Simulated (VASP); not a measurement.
Set up this calculation in VASP 6.6.1, as the native input.

```
Task                   : single point
Functional             : PBE
Potentials or basis    : VASP PAW PBE potentials, release 64 (Mg, O)
Cutoff                 : 520 eV
k mesh                 : 9 × 9 × 9
Occupations            : fermi-dirac, width 0.03 eV
Spin                   : no spin polarisation
Dipole correction      : no
Further INCAR settings : ALGO = Normal; EDIFF = 1e-06; NBANDS = 11
```

The structure of MgO lies in POSCAR:

```
MgO
1.0
    0.0000000000      2.1410000000      2.1410000000
    2.1410000000      0.0000000000      2.1410000000
    2.1410000000      2.1410000000      0.0000000000
Mg O
1 1
Direct
    0.0000000000      0.0000000000      0.0000000000
    0.5000000000      0.5000000000      0.5000000000
```

One way to write it, as run:

INCAR

```
SYSTEM = MgO
PREC = Accurate
ENCUT = 520
EDIFF = 1E-6
ISMEAR = -1
SIGMA = 0.03
LREAL = .FALSE.
LASPH = .TRUE.
NELM = 80
ALGO = Normal
ISIF = 2
LWAVE = .FALSE.
LCHARG = .FALSE.
GGA = PE
NBANDS = 11
```

KPOINTS

```
Automatic mesh
0
G
  9 9 9
  0 0 0
```

Potentials or basis: VASP PAW PBE potentials, release 64 (Mg, O).

The run is started by

```sh
$ cat potpaw_PBE.64/Mg/POTCAR potpaw_PBE.64/O/POTCAR > POTCAR
$ mpirun -np 1 vasp_std > vasp.out
```

Results of the run:

| Item | Value |
| --- | --- |
| Pressure | -3.6 GPa |
| Band gap on the k mesh | 4.26 eV, direct |

Run time: 17 s on 1 thread of AMD EPYC 7R13 Processor (Zen 3) (shared host), peak memory 0.1 GiB.
